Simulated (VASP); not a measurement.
Energy against volume of Pd (fcc). All values below come from revTPSS meta-GGA, VASP's PBE PAW potentials (set 64) (plane waves; VASP).

```csv
V (Å³/atom),E (eV/atom)
13.722,9.66928
14.160,9.63958
14.598,9.63054
15.036,9.63856
15.474,9.66061
```

Question: Fit a third-order Birch-Murnaghan equation of state.

Answer: 
volume per atom: 14.60 Å³/atom
bulk modulus: 207 GPa
pressure derivative of the bulk modulus: 5.43
lattice constant a: 3.880 Å

Measured: bulk modulus 195 GPa at 0 K (computed value off by +6.1 %), as given by Vázquez-Parga, Fernández-Martínez, Viñes, J. Chem. Theory Comput. (2023), doi:10.1021/acs.jctc.3c00612, Supporting … [zero-point energy and finite temperature contributions removed]; a 3.876 Å at 0 K (computed value off by +0.1 %), as given by Daniel Mejia-Rodriguez et al., Physical Review B (2018), arXiv:1807.09216 [static lattice: zero-point anharmonic expansion removed].

The compound is Pd in the fcc structure. It was relaxed first.
